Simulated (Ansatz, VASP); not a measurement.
# Cross-check of TiC between VASP and Ansatz

Wanted: the spread between two codes on one cell, functional and k mesh. The cell is taken from a series of runs on this material, whose earlier steps may have relaxed, scaled, displaced or heated it; both programs get it as it stands.

Main program and level: Ansatz 0.2.0; plane waves, with VASP 6.6.1 beside it; zone-centre phonons at PBEsol.

### 1. Starting point

The structure is tetragonal, space group I4/mmm (No. 139). Conventional cell: a = 3.020 Å, b = 3.020 Å, c = 4.422 Å, α = 90.00°, β = 90.00°, γ = 90.00°. Nearest to C lie 6 Ti at 2.14 to 2.21 Å. Nearest to Ti lie 6 C at 2.14 to 2.21 Å. Farther neighbours are not listed.

Structure file:

```xyz
2
Lattice="0.0000 2.1352 2.2108 2.1352 0.0000 2.2108 2.1352 2.1352 0.0000" Properties=species:S:1:pos:R:3 pbc="T T T"
C     2.1352    2.1352    2.2108
Ti    2.1352    2.1352    4.4217
```

### 2. VASP: zone-centre phonons, PBEsol, pair 1

Second derivatives magnify differences that forces hide, and they need a tight electronic threshold.

Lines of VASP's logs that name or quote its potential files are left out, and so is its time.

Input file INCAR:

```
SYSTEM = TiC
PREC = Accurate
ENCUT = 600
EDIFF = 1E-08
NELM = 120
ISMEAR = 1
SIGMA = 0.2
LREAL = .FALSE.
ALGO = Normal
GGA = PS
NBANDS = 14
LASPH = .TRUE.
LORBIT = 11
LWAVE = .FALSE.
LCHARG = .FALSE.
ISIF = 2
IBRION = 8
GGA_COMPAT = .FALSE.
KPAR = 2
```

Input file POSCAR:

```
TiC
1.0
    0.0000000000      2.1352086235      2.2108366178
    2.1352086235      0.0000000000      2.2108366178
    2.1352086235      2.1352086235      0.0000000000
C Ti
1 1
Direct
    0.5000000000      0.5000000000      0.5000000000
    1.0000000000      1.0000000000      0.0000000000
```

Input file KPOINTS:

```
Automatic mesh
0
Gamma
16 16 16
0 0 0
```

PAW data sets: C and Ti_sv (PBE family, release 64).

Command:

```
$ mpirun -np 2 vasp_std
```

Numbers of over 12 decimals in the logs are rounded to 6 here.

The program printed:

```text
[banner, memory and clock lines left out]
running    2 mpi-ranks, on    1 nodes
 distrk:  each k-point on    1 cores,    2 groups
 distr:  one band on    1 cores,    1 groups

 POSCAR found type information on POSCAR C Ti
 POSCAR found :  2 types and       2 ions
|                                                                             |
|               ----> ADVICE to this user running VASP <----                  |
|                                                                             |
|     You enforced a specific xc type in the INCAR file but a different       |
|     [... a line on the potential file left out ...]
|     I HOPE YOU KNOW WHAT YOU ARE DOING!                                     |
|                                                                             |

 LDA part: xc-table for (Slater+PW92), standard interpolation
 POSCAR, INCAR and KPOINTS ok, starting setup
 FFT: planning ... GRIDC
 FFT: planning ... GRID_SOFT
 FFT: planning ... GRID
 WAVECAR not read
 entering main loop
       N       E                     dE             d eps       ncg     rms          rms(c)
DAV:   1     0.127788881438E+03    0.12779E+03   -0.89160E+03  9772   0.152E+03
DAV:   3    -0.248221172735E+02   -0.86221E+01   -0.84087E+01 13050   0.872E+01
DAV:   4    -0.251755907816E+02   -0.35347E+00   -0.35318E+00 12102   0.160E+01
DAV:   5    -0.251839112630E+02   -0.83205E-02   -0.83188E-02 13320   0.219E+00    0.186E+01
DAV:   6    -0.203816409599E+02    0.48023E+01   -0.12790E+01 13954   0.601E+01    0.675E+00
DAV:   7    -0.198255051331E+02    0.55614E+00   -0.21069E+00 11964   0.217E+01    0.514E+00
DAV:   8    -0.197913535614E+02    0.34152E-01   -0.11352E-01 10960   0.406E+00    0.324E+00
DAV:   9    -0.197813677606E+02    0.99858E-02   -0.11302E-01 11816   0.425E+00    0.765E-01
DAV:  10    -0.197803043951E+02    0.10634E-02   -0.10580E-02 13404   0.138E+00    0.700E-01
DAV:  11    -0.197779231950E+02    0.23812E-02   -0.56227E-03 10576   0.113E+00    0.157E-01
DAV:  12    -0.197778996119E+02    0.23583E-04   -0.35527E-04 11134   0.199E-01    0.450E-02
DAV:  13    -0.197778897944E+02    0.98174E-05   -0.21022E-05 11848   0.377E-02    0.675E-03
DAV:  14    -0.197778891792E+02    0.61521E-06   -0.88270E-07 12394   0.127E-02    0.280E-03
DAV:  15    -0.197778890272E+02    0.15208E-06   -0.11271E-07 15112   0.496E-03    0.106E-03
DAV:  16    -0.197778889983E+02    0.28808E-07   -0.26989E-08 10864   0.178E-03    0.262E-04
DAV:  17    -0.197778890027E+02   -0.43353E-08   -0.97820E-10  6170   0.471E-04
   1 F= -.19777889E+02 E0= -.19777919E+02  d E =0.888386E-04
 Linear response reoptimize wavefunctions to high precision
DAV:   1    -0.197778890044E+02   -0.17019E-08   -0.18606E-10  7202   0.184E-04
DAV:   2    -0.197778890044E+02   -0.63665E-11   -0.73997E-11  5288   0.796E-05
 Linear response DOF=           4
 Linear response progress:
  Degree of freedom:   1/  4
       N       E                     dE             d eps       ncg     rms          rms(c)
RMM:   1    -0.125160499918E+00   -0.12516E+00   -0.39581E-02 37506   0.232E+00
RMM:   2    -0.116590613784E+00    0.85699E-02   -0.57056E-03 34107   0.561E-01    0.137E-01
RMM:   3    -0.117273471177E+00   -0.68286E-03   -0.18897E-03 35569   0.239E-01    0.638E-02
RMM:   4    -0.118268135062E+00   -0.99466E-03   -0.68652E-04 36375   0.144E-01    0.154E-02
RMM:   5    -0.118399795497E+00   -0.13166E-03   -0.14982E-04 40926   0.589E-02    0.313E-03
RMM:   6    -0.118397130064E+00    0.26654E-05   -0.20151E-05 40642   0.242E-02    0.167E-03
RMM:   7    -0.118390930619E+00    0.61994E-05   -0.43260E-06 40863   0.116E-02    0.766E-04
RMM:   8    -0.118394795900E+00   -0.38653E-05   -0.45239E-07 40455   0.583E-03    0.343E-04
RMM:   9    -0.118391984187E+00    0.28117E-05   -0.63746E-07 41262   0.320E-03    0.123E-04
RMM:  10    -0.118392259385E+00   -0.27520E-06   -0.88797E-07 41264   0.172E-03    0.512E-05
RMM:  11    -0.118392051688E+00    0.20770E-06   -0.28635E-07 41825   0.921E-04    0.409E-05
RMM:  12    -0.118392091774E+00   -0.40086E-07   -0.19955E-07 42363   0.504E-04    0.243E-05
RMM:  13    -0.118392131254E+00   -0.39480E-07   -0.20209E-07 41303   0.290E-04    0.175E-05
RMM:  14    -0.118392158655E+00   -0.27401E-07   -0.35848E-08 40790   0.173E-04    0.226E-05
RMM:  15    -0.118392163550E+00   -0.48950E-08   -0.26645E-08 42734   0.909E-05    0.190E-05
 first order change of Fermi-energy  -0.92692E-04
 force on displaced ion       1 direction 1 : -10.747   0.000   0.000
 Linear response progress:
  Degree of freedom:   2/  4
       N       E                     dE             d eps       ncg     rms          rms(c)
RMM:   1    -0.122220569115E+00   -0.12222E+00   -0.32688E-02 21403   0.199E+00
RMM:   2    -0.114973177137E+00    0.72474E-02   -0.47462E-03 18609   0.496E-01    0.128E-01
RMM:   3    -0.115630013170E+00   -0.65684E-03   -0.17481E-03 19328   0.211E-01    0.601E-02
RMM:   4    -0.116549859933E+00   -0.91985E-03   -0.54893E-04 19829   0.127E-01    0.145E-02
RMM:   5    -0.116641377802E+00   -0.91518E-04   -0.12062E-04 22278   0.492E-02    0.262E-03
RMM:   6    -0.116639810744E+00    0.15671E-05   -0.16402E-05 22024   0.193E-02    0.131E-03
RMM:   7    -0.116633599639E+00    0.62111E-05   -0.32450E-06 22258   0.893E-03    0.690E-04
RMM:   8    -0.116636239278E+00   -0.26396E-05   -0.33227E-07 22532   0.424E-03    0.266E-04
RMM:   9    -0.116633925240E+00    0.23140E-05    0.17928E-07 22721   0.222E-03    0.106E-04
RMM:  10    -0.116634221281E+00   -0.29604E-06   -0.94149E-08 22656   0.115E-03    0.434E-05
RMM:  11    -0.116634147385E+00    0.73896E-07    0.10811E-07 23566   0.601E-04    0.432E-05
RMM:  12    -0.116634320633E+00   -0.17325E-06   -0.18019E-07 22153   0.353E-04    0.231E-05
RMM:  13    -0.116634300571E+00    0.20061E-07   -0.66463E-09 23172   0.189E-04    0.305E-06
RMM:  14    -0.116634318323E+00   -0.17752E-07   -0.24651E-08 23773   0.987E-05    0.322E-06
RMM:  15    -0.116634315241E+00    0.30822E-08   -0.21105E-08 23288   0.545E-05    0.838E-07
 first order change of Fermi-energy   0.11019E-02
 force on displaced ion       1 direction 3 :   0.000   0.000  -7.896
 Linear response progress:
  Degree of freedom:   3/  4
       N       E                     dE             d eps       ncg     rms          rms(c)
RMM:   1    -0.683191094331E+00   -0.68319E+00    0.72127E+00 17547   0.139E+02
RMM:   2    -0.657540388569E+00    0.25651E-01   -0.24830E-01 29742   0.504E+00    0.229E-01
RMM:   3    -0.655667445056E+00    0.18729E-02   -0.18461E-02 34985   0.117E+00    0.113E-01
RMM:   4    -0.654704790881E+00    0.96265E-03   -0.79501E-03 38222   0.528E-01    0.224E-02
RMM:   5    -0.655208835019E+00   -0.50404E-03   -0.12853E-03 40644   0.212E-01    0.108E-02
RMM:   6    -0.655522287385E+00   -0.31345E-03   -0.34052E-04 41100   0.927E-02    0.829E-03
RMM:   7    -0.655803145723E+00   -0.28086E-03   -0.79999E-05 38054   0.447E-02    0.317E-03
RMM:   8    -0.655996196893E+00   -0.19305E-03   -0.37680E-05 38610   0.256E-02    0.281E-03
RMM:   9    -0.655894323601E+00    0.10187E-03   -0.23237E-05 38768   0.150E-02    0.628E-04
RMM:  10    -0.655912474871E+00   -0.18151E-04   -0.15827E-05 41447   0.883E-03    0.259E-04
RMM:  11    -0.655926656578E+00   -0.14182E-04   -0.12527E-05 41323   0.580E-03    0.675E-05
RMM:  12    -0.655925832955E+00    0.82362E-06   -0.94125E-06 43132   0.402E-03    0.445E-05
RMM:  13    -0.655929104740E+00   -0.32718E-05   -0.74816E-06 39144   0.307E-03    0.266E-05
RMM:  14    -0.655928301585E+00    0.80316E-06   -0.58826E-06 41795   0.241E-03    0.248E-05
[...]
RMM:  33    -0.655930554194E+00    0.27310E-07   -0.23162E-07 26821   0.197E-04    0.209E-06
RMM:  34    -0.655930543725E+00    0.10469E-07   -0.19877E-07 19915   0.176E-04    0.329E-06
RMM:  35    -0.655930541166E+00    0.25591E-08   -0.17362E-07 20966   0.158E-04    0.400E-06
RMM:  36    -0.655930542859E+00   -0.16938E-08   -0.14892E-07 16607   0.142E-04    0.504E-06
RMM:  37    -0.655930550830E+00   -0.79709E-08   -0.12562E-07 18537   0.128E-04    0.583E-06
RMM:  38    -0.655930550967E+00   -0.13685E-09   -0.12146E-07 16243   0.115E-04    0.694E-06
RMM:  39    -0.655930555418E+00   -0.44511E-08   -0.10273E-07 19030   0.104E-04    0.724E-06
RMM:  40    -0.655930555866E+00   -0.44804E-09   -0.88746E-08 26855   0.940E-05    0.724E-06
 first order change of Fermi-energy   0.27433E-03
 force on displaced ion       2 direction 1 : -10.750   0.000   0.000
 Linear response progress:
  Degree of freedom:   4/  4
       N       E                     dE             d eps       ncg     rms          rms(c)
RMM:   1    -0.731328890085E+00   -0.73133E+00    0.26153E+00  9909   0.136E+02
RMM:   2    -0.705026086246E+00    0.26303E-01   -0.23725E-01 16499   0.489E+00    0.225E-01
RMM:   3    -0.703518850456E+00    0.15072E-02   -0.18506E-02 19322   0.115E+00    0.111E-01
RMM:   4    -0.702839555295E+00    0.67930E-03   -0.81581E-03 21249   0.522E-01    0.215E-02
RMM:   5    -0.703503721402E+00   -0.66417E-03   -0.12083E-03 22471   0.205E-01    0.104E-02
RMM:   6    -0.703834235958E+00   -0.33051E-03   -0.32498E-04 22579   0.888E-02    0.793E-03
RMM:   7    -0.704064655054E+00   -0.23042E-03   -0.71211E-05 21320   0.421E-02    0.353E-03
RMM:   8    -0.704329904113E+00   -0.26525E-03   -0.29790E-05 20580   0.255E-02    0.316E-03
RMM:   9    -0.704201231423E+00    0.12867E-03   -0.10184E-05 21144   0.149E-02    0.991E-04
RMM:  10    -0.704230474459E+00   -0.29243E-04   -0.81506E-06 22546   0.833E-03    0.311E-04
RMM:  11    -0.704245247804E+00   -0.14773E-04   -0.59473E-06 22958   0.531E-03    0.493E-05
RMM:  12    -0.704245370815E+00   -0.12301E-06   -0.50164E-06 23875   0.361E-03    0.665E-05
RMM:  13    -0.704248429319E+00   -0.30585E-05   -0.32443E-06 22224   0.266E-03    0.241E-05
RMM:  14    -0.704251731201E+00   -0.33019E-05   -0.28729E-06 21733   0.209E-03    0.475E-05
RMM:  15    -0.704249682617E+00    0.20486E-05   -0.18800E-06 21791   0.167E-03    0.231E-05
RMM:  16    -0.704250380898E+00   -0.69828E-06   -0.15339E-06 22170   0.135E-03    0.168E-05
RMM:  17    -0.704250511761E+00   -0.13086E-06   -0.13594E-06 23392   0.112E-03    0.191E-05
RMM:  18    -0.704250632456E+00   -0.12070E-06   -0.98477E-07 23199   0.949E-04    0.262E-05
RMM:  19    -0.704250323742E+00    0.30871E-06   -0.74669E-07 21302   0.814E-04    0.346E-05
RMM:  20    -0.704250577632E+00   -0.25389E-06   -0.76178E-07 19914   0.703E-04    0.335E-05
RMM:  21    -0.704250699611E+00   -0.12198E-06   -0.44779E-07 20445   0.606E-04    0.322E-05
RMM:  22    -0.704250707557E+00   -0.79458E-08   -0.43203E-07 20045   0.529E-04    0.296E-05
 first order change of Fermi-energy  -0.85391E-03
 force on displaced ion       2 direction 3 :   0.000   0.000  -7.908
 Linear response finished
```

OUTCAR, selected parts (step 2):

```text
ion  position               nearest neighbor table
   1  0.500  0.500  0.500-   2 2.14   2 2.14   2 2.14   2 2.14   2 2.21   2 2.21
   2  0.000  0.000  0.000-   1 2.14   1 2.14   1 2.14   1 2.14   1 2.21   1 2.21

  LATTYP: Found a body centered tetragonal cell.
 ALAT       =     3.0196409938
 C/A-ratio  =     1.4643042814

 Subroutine GETGRP returns: Found 16 space group operations
 (whereof 16 operations were pure point group operations)

The static configuration has the point symmetry D_4h.

 Found    349 irreducible k-points:

   k-points           NKPTS =    349   k-points in BZ     NKDIM =    349   number of bands    NBANDS=     14

   dimension x,y,z NGX =    28 NGY =   28 NGZ =   24
   dimension x,y,z NGXF=    56 NGYF=   56 NGZF=   48

   ENCUT  =  600.0 eV  44.10 Ry    6.64 a.u.   6.14  6.14  6.03*2*pi/ulx,y,z

   NELECT =      16.0000    total number of electrons

 k-points in reciprocal lattice and weights: Automatic mesh
   0.00000000  0.00000000  0.00000000       0.000
   0.06250000  0.00000000  0.00000000       0.002
   0.12500000  0.00000000  0.00000000       0.002
   0.18750000  0.00000000  0.00000000       0.002
   0.25000000  0.00000000  0.00000000       0.002
   0.31250000  0.00000000  0.00000000       0.002
   0.37500000  0.00000000  0.00000000       0.002
   0.43750000  0.00000000  0.00000000       0.002
   0.50000000  0.00000000  0.00000000       0.001
[...]
-0.31250000  0.18750000  0.50000000       0.001
  -0.25000000  0.25000000  0.50000000       0.000

 average (electrostatic) potential at core
       1 -44.5286       2 -70.8539

  Total        0.0329483      0.0329483     -1.6124866      0.0000000     -0.0000000      0.0000000
  in kB        2.6186449      2.6186449   -128.1561398      0.0000000     -0.0000000      0.0000000
  external PRESSURE =     -40.9729500 kB  Pullay stress =       0.0000000 kB

  energy-cutoff  :      600.00
  volume of cell :       20.16
      direct lattice vectors                 reciprocal lattice vectors
     0.000000000  2.135208624  2.210836618    -0.234169155  0.234169155  0.226158729
     2.135208624  0.000000000  2.210836618     0.234169155 -0.234169155  0.226158729
     2.135208624  2.135208624  0.000000000     0.234169155  0.234169155 -0.226158729

 POSITION                                       TOTAL-FORCE (eV/Angst)
 -----------------------------------------------------------------------------------
      2.13521      2.13521      2.21084         0.000000     -0.000000      0.000000
      0.00000      0.00000      0.00000        -0.000000      0.000000     -0.000000
 -----------------------------------------------------------------------------------
    total drift:                               -0.000000      0.000000      0.000000

 Eigenvectors and eigenvalues of the dynamical matrix
 ----------------------------------------------------

   1 f  =   16.539656 THz   103.921726 2PiTHz  551.703550 cm-1    68.402492 meV
             X         Y         Z           dx          dy          dz
      2.135209  2.135209  2.210837     0.894099   -0.000000    0.000000
      0.000000  0.000000  0.000000    -0.447869    0.000000    0.000000

   2 f  =   16.539656 THz   103.921726 2PiTHz  551.703550 cm-1    68.402492 meV
             X         Y         Z           dx          dy          dz
      2.135209  2.135209  2.210837     0.000000    0.894099    0.000000
      0.000000  0.000000  0.000000     0.000000   -0.447869    0.000000

   3 f  =   14.178426 THz    89.085679 2PiTHz  472.941388 cm-1    58.637232 meV
             X         Y         Z           dx          dy          dz
      2.135209  2.135209  2.210837     0.000000    0.000000    0.893980
      0.000000  0.000000  0.000000     0.000000    0.000000   -0.448107

   4 f/i=    0.000796 THz     0.005002 2PiTHz    0.026553 cm-1     0.003292 meV
             X         Y         Z           dx          dy          dz
      2.135209  2.135209  2.210837    -0.222900   -0.388461    0.000000
      0.000000  0.000000  0.000000    -0.444985   -0.775501    0.000000

   5 f/i=    0.000796 THz     0.005002 2PiTHz    0.026553 cm-1     0.003292 meV
             X         Y         Z           dx          dy          dz
      2.135209  2.135209  2.210837    -0.388461    0.222900    0.000000
      0.000000  0.000000  0.000000    -0.775501    0.444985    0.000000

   6 f/i=    0.004464 THz     0.028046 2PiTHz    0.148894 cm-1     0.018460 meV
             X         Y         Z           dx          dy          dz
      2.135209  2.135209  2.210837     0.000000    0.000000   -0.448107
      0.000000  0.000000  0.000000     0.000000    0.000000   -0.893980

 ELASTIC MODULI CONTR FROM IONIC RELAXATION (kBar)
 Direction    XX          YY          ZZ          XY          YZ          ZX
 --------------------------------------------------------------------------------
 XX           0.0000      0.0000      0.0000      0.0000      0.0000      0.0000
 YY           0.0000      0.0000      0.0000      0.0000      0.0000      0.0000
 ZZ           0.0000      0.0000      0.0000      0.0000      0.0000      0.0000
 XY           0.0000      0.0000      0.0000      0.0000      0.0000      0.0000
 YZ           0.0000      0.0000      0.0000      0.0000      0.0000      0.0000
 ZX           0.0000      0.0000      0.0000      0.0000      0.0000      0.0000
 --------------------------------------------------------------------------------
```

(Continued in part 2 of 2.)

[Lines on the potential files, build, host, timing and source positions are cut from VASP's logs without a mark.]

[Logs are printed without paths, hosts, clocks, repeated set-up lines and the standing remarks that a program may print on its own settings, such as how far it seeks lower states.]

[Hosts, paths, dates, database ids (printed as entryN), source tags and the programs' standing remarks are cut or masked in the printed files.]
